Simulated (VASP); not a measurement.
Here is the system:

```
K
1.0
   -2.61087     2.61087     2.61087
    2.61087    -2.61087     2.61087
    2.61087     2.61087    -2.61087
K
1
Direct
  0.00000   0.00000   0.00000
```

Level of theory: PBE GGA with D3 dispersion (zero damping), VASP's PBE PAW potentials (set 64) (plane waves; VASP). Settings: 520 eV cut-off, Gaussian smearing of 0.050 eV, potentials K_sv.

Give the energies of bands 5 to 7 at the high-symmetry points, in eV from the Fermi level.

```csv
band,Γ,H,N,P
5,-2.24,1.62,0.41,1.45
6,4.29,1.62,0.67,1.45
7,4.29,3.53,3.14,1.45
```

It has no gap at this level: it comes out as a metal or semimetal.

The compound is K in the bcc structure. It was relaxed first.
